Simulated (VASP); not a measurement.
Output of a VASP run:

### OSZICAR
```
...
DAV:   7    -0.244667531340E+02    0.76834E-01   -0.22921E-01  6566   0.306E+00    0.473E+00
DAV:   8    -0.244482147077E+02    0.18538E-01   -0.35331E-02  7651   0.173E+00    0.286E-01
DAV:   9    -0.244478494626E+02    0.36525E-03   -0.11927E-03  6986   0.280E-01    0.158E-01
DAV:  10    -0.244478018008E+02    0.47662E-04   -0.27352E-04  7329   0.165E-01    0.374E-02
DAV:  11    -0.244477979601E+02    0.38408E-05   -0.28128E-05  7161   0.439E-02    0.124E-02
DAV:  12    -0.244477979467E+02    0.13416E-07   -0.12106E-06  7392   0.849E-03    0.363E-03
DAV:  13    -0.244477974250E+02    0.52166E-06   -0.17619E-07  5502   0.439E-03    0.491E-04
DAV:  14    -0.244477973717E+02    0.53270E-07   -0.15954E-08  3633   0.125E-03
   1 F= -.24447797E+02 E0= -.24447767E+02  d E =-.244478E+02
       N       E                     dE             d eps       ncg     rms          rms(c)
DAV:   1    -0.244555113942E+02   -0.77140E-02   -0.23228E-01  6657   0.491E+00    0.428E-01
DAV:   2    -0.244507609122E+02    0.47505E-02   -0.10013E-02  7357   0.831E-01    0.231E-01
DAV:   3    -0.244492521162E+02    0.15088E-02   -0.35630E-03  7532   0.472E-01    0.682E-02
DAV:   4    -0.244492318607E+02    0.20256E-04   -0.18581E-04  6314   0.113E-01    0.261E-02
DAV:   5    -0.244492286094E+02    0.32513E-05   -0.75316E-06  7763   0.193E-02    0.131E-02
DAV:   6    -0.244492283928E+02    0.21665E-06   -0.16303E-06  7196   0.861E-03    0.258E-03
DAV:   7    -0.244492283968E+02   -0.40022E-08   -0.19981E-07  5535   0.315E-03
   2 F= -.24449228E+02 E0= -.24449194E+02  d E =-.143103E-02
       N       E                     dE             d eps       ncg     rms          rms(c)
DAV:   1    -0.244502283826E+02   -0.99999E-03   -0.22985E-02  6650   0.154E+00    0.134E-01
DAV:   2    -0.244497642171E+02    0.46417E-03   -0.96442E-04  7371   0.260E-01    0.728E-02
DAV:   3    -0.244496147419E+02    0.14948E-03   -0.36121E-04  7553   0.150E-01    0.210E-02
DAV:   4    -0.244496132745E+02    0.14674E-05   -0.18046E-05  6258   0.348E-02    0.820E-03
DAV:   5    -0.244496129578E+02    0.31666E-06   -0.70552E-07  7819   0.585E-03    0.418E-03
DAV:   6    -0.244496129289E+02    0.28944E-07   -0.15204E-07  4968   0.266E-03
   3 F= -.24449613E+02 E0= -.24449575E+02  d E =-.181556E-02
       N       E                     dE             d eps       ncg     rms          rms(c)
DAV:   1    -0.244499867635E+02   -0.37381E-03   -0.14459E-02  6923   0.107E+00    0.897E-02
DAV:   2    -0.244497714936E+02    0.21527E-03   -0.58950E-04  6902   0.197E-01    0.464E-02
DAV:   3    -0.244497110049E+02    0.60489E-04   -0.14663E-04  7476   0.919E-02    0.126E-02
DAV:   4    -0.244497093741E+02    0.16308E-05   -0.10099E-05  6825   0.256E-02    0.672E-03
DAV:   5    -0.244497091305E+02    0.24365E-06   -0.42338E-07  7413   0.471E-03    0.336E-03
DAV:   6    -0.244497090928E+02    0.37659E-07   -0.70697E-08  3416   0.183E-03
   4 F= -.24449709E+02 E0= -.24449672E+02  d E =-.961639E-04
       N       E                     dE             d eps       ncg     rms          rms(c)
DAV:   1    -0.244497404071E+02   -0.31277E-04   -0.95275E-04  6888   0.276E-01    0.230E-02
DAV:   2    -0.244497262170E+02    0.14190E-04   -0.38694E-05  6930   0.508E-02    0.119E-02
DAV:   3    -0.244497222297E+02    0.39873E-05   -0.96792E-06  7455   0.239E-02    0.322E-03
DAV:   4    -0.244497221357E+02    0.93991E-07   -0.67299E-07  6657   0.659E-03
   5 F= -.24449722E+02 E0= -.24449685E+02  d E =-.109207E-03
```

File OUTCAR:
```
------------------------ aborting loop because EDIFF is reached ----------------------------------------
  FORCE on cell =-STRESS in cart. coord.  units (eV):
  Direction    XX          YY          ZZ          XY          YZ          ZX
  --------------------------------------------------------------------------------------
  Total        3.6837430      3.6837430      3.6852822      0.0000000     -0.0000000     -0.0000000
  in kB      152.0021068    152.0021068    152.0656199      0.0000000     -0.0000000     -0.0000000
  external PRESSURE =     152.0232779 kB  Pullay stress =       0.0000000 kB
  volume of cell :       38.83
      direct lattice vectors                 reciprocal lattice vectors
    -1.583536193  1.583536193  3.871099325     0.000000000  0.315749019  0.129162276
     1.583536193 -1.583536193  3.871099325     0.315749019  0.000000000  0.129162276
     1.583536193  1.583536193 -3.871099325     0.315749019  0.315749019  0.000000000
 POSITION                                       TOTAL-FORCE (eV/Angst)
 -----------------------------------------------------------------------------------
      0.00000      0.00000      5.15827        -0.000000     -0.000000      0.000144
      0.00000      0.00000      2.58393        -0.000000     -0.000000     -0.000144
      0.00000      0.00000      0.00000         0.000000      0.000000      0.000000
 -----------------------------------------------------------------------------------
    total drift:                               -0.000000      0.000000     -0.000000
  FREE ENERGIE OF THE ION-ELECTRON SYSTEM (eV)
  ---------------------------------------------------
  free  energy   TOTEN  =       -24.4497221357 eV

  energy  without entropy=      -24.4496116019  energy(sigma->0) =      -24.44968529

 reached required accuracy - stopping structural energy minimisation
```
(Selected blocks of OUTCAR.)

### POSCAR
```
WSi2
1
   -1.5857692544     1.5857692544     3.8602045311
    1.5857692544    -1.5857692544     3.8602045311
    1.5857692544     1.5857692544    -3.8602045311
Si W
2 1
Direct
  0.6653080736   0.6653080736   0.0000000000
  0.3346919264   0.3346919264   0.0000000000
  0.0000000000   0.0000000000   0.0000000000
```

Question: Write an INCAR and KPOINTS that could have produced this output.

Answer: Several could match; the one computed here: the input of the run itself, PW91 GGA, plane waves, VASP's PBE PAW potentials (set 64).

**INCAR**
```
SYSTEM = WSi2
PREC = Accurate
ENCUT = 520
EDIFF = 1E-7
NELM = 100
ALGO = Normal
LREAL = .FALSE.
LASPH = .TRUE.
ISMEAR = 1
SIGMA = 0.1
GGA = 91
LMAXMIX = 6
LWAVE = .FALSE.
LCHARG = .FALSE.
ISIF = 4
IBRION = 2
NSW = 30
EDIFFG = -0.01
```

File KPOINTS:
```
kpoints
0
gamma
  13 13 13
0 0 0
```

POTCAR, in this order: Si W_sv (PBE.64 set). Program: vasp_std.

The compound is WSi2 in the MoSi2 type structure. This cell is one point of a volume scan, at 0.94 of the reference volume. Symmetry was kept, so distortions that lower it aren't found.
